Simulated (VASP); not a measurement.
Given:

```
CELL_PARAMETERS angstrom
      0.00000     2.93595     2.93595
      2.93595     0.00000     2.93595
      2.93595     2.93595     0.00000
ATOMIC_POSITIONS crystal
  Ge 0.00000 0.00000 0.00000
  Ge 0.25000 0.25000 0.25000
```

Method: PBE GGA, VASP's PBE PAW potentials (set 64) (plane waves; VASP). Numerical set-up: 520 eV cut-off, 11×11×11 Γ-centred mesh, first-order Methfessel-Paxton smearing of 0.10 eV, potentials Ge_d.

Give the stress tensor in GPa (positive for a compressed cell).

```
-2.94   0.00   0.00
 0.00  -2.94   0.00
 0.00   0.00  -2.94
```
The pressure is its mean diagonal, -2.94 GPa.

The compound is Ge in the diamond structure. This cell is one point of a volume scan, at 1.06 of the reference volume.
